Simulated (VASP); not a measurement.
OSZICAR of a VASP run on Nb (bcc):

File OSZICAR:
```
       N       E                     dE             d eps       ncg     rms          rms(c)
DAV:   1     0.119577061915E+03    0.11958E+03   -0.73013E+03  2932   0.128E+03
DAV:   2    -0.572728918865E+01   -0.12530E+03   -0.12200E+03  3240   0.469E+02
DAV:   3    -0.114106924606E+02   -0.56834E+01   -0.53996E+01  4484   0.861E+01
DAV:   4    -0.116618320095E+02   -0.25114E+00   -0.24808E+00  4312   0.153E+01
DAV:   5    -0.116719903325E+02   -0.10158E-01   -0.10148E-01  4416   0.258E+00    0.769E+00
DAV:   6    -0.113013596992E+02    0.37063E+00   -0.72154E-01  4538   0.117E+01    0.276E+00
DAV:   7    -0.112557045027E+02    0.45655E-01   -0.20853E-01  4592   0.611E+00    0.876E-01
DAV:   8    -0.112588565569E+02   -0.31521E-02   -0.12070E-02  3452   0.161E+00    0.313E-02
DAV:   9    -0.112589106822E+02   -0.54125E-04   -0.84450E-04  5060   0.333E-01    0.386E-02
DAV:  10    -0.112589194792E+02   -0.87971E-05   -0.14952E-05  3498   0.474E-02    0.214E-02
DAV:  11    -0.112589174363E+02    0.20429E-05   -0.83996E-06  3436   0.600E-02    0.366E-03
DAV:  12    -0.112589174483E+02   -0.11986E-07   -0.25447E-07  1804   0.525E-03
   1 F= -.11258917E+02 E0= -.11259014E+02  d E =-.112589E+02
```

### Question
Which electronic solver shows in the log?

### Answer
It is blocked Davidson (ALGO = Normal, or the opening steps of other solvers). The INCAR had ALGO = Normal.

### Question
Can the final energy be trusted as converged?

### Answer
The calculation finished and met its thresholds. It stopped with EDIFF = 1E-6, NELM = 100, NSW = 40 and EDIFFG = -0.02 after 1 ionic step (LDA (Ceperley-Alder, Perdew-Zunger), plane waves, VASP's LDA PAW potentials (set 64)).

The compound is Nb in the bcc structure. It was relaxed first.
